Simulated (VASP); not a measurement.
Here is the system:

```
CELL_PARAMETERS angstrom
      1.33277    -2.30843     0.00000
      1.33277     2.30843     0.00000
      0.00000     0.00000     4.67868
ATOMIC_POSITIONS crystal
  Zn 0.33333 0.66667 0.25000
  Zn 0.66667 0.33333 0.75000
```

Level of theory: PBE GGA with D4 dispersion, VASP's PBE PAW potentials (set 64) (plane waves; VASP). Numerical set-up: 520 eV cut-off, 18×18×9 Γ-centred mesh, tetrahedra with Blöchl corrections, potentials Zn.

Question: Predict the energy per atom (σ→0), band gap (on the k-mesh) with the smallest direct gap where there is one.

Answer: 
```json
{
  "band gap (on the k-mesh)": "none (metal, semimetal or under 0.01 eV)",
  "energy per atom (σ→0)": "-1.431 eV/atom"
}
```

Total energies compare only between runs with the same potentials, cut-off and functional.

The compound is Zn in the hcp structure. It was relaxed first, which changed the volume by -5 %.
